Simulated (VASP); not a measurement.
Data:

```yaml
crystal:
  lattice:
    - [2.96820, 0.00000, 0.00000]
    - [0.00000, 2.96820, 0.00000]
    - [0.00000, 0.00000, 2.96820]
  atoms:
    - { symbol: Al, position: [0.50000, 0.50000, 0.50000] }
    - { symbol: Fe, position: [0.00000, 0.00000, 0.00000] }
```

Level of theory: PBE GGA, VASP's PBE PAW potentials (set 64) (plane waves; VASP). Run with ADDGRID = .TRUE., 400 eV cut-off, 11×11×11 Γ-centred mesh, first-order Methfessel-Paxton smearing of 0.10 eV, potentials Al Fe.

Q: Give the stress tensor in GPa (positive for a compressed cell).

A: 
```
-15.10    0.00    0.00
  0.00  -15.10    0.00
  0.00    0.00  -15.10
```
The pressure is its mean diagonal, -15.10 GPa.

The compound is FeAl in the CsCl type structure. The cell was not relaxed at this level. The run is one of a series of settings (ADDGRID = .TRUE. against the base run), some of them coarse on purpose. The run is not spin-polarised, so no magnetic state was tried. The electron count is odd and the run is not spin-polarised, which forces a metal.
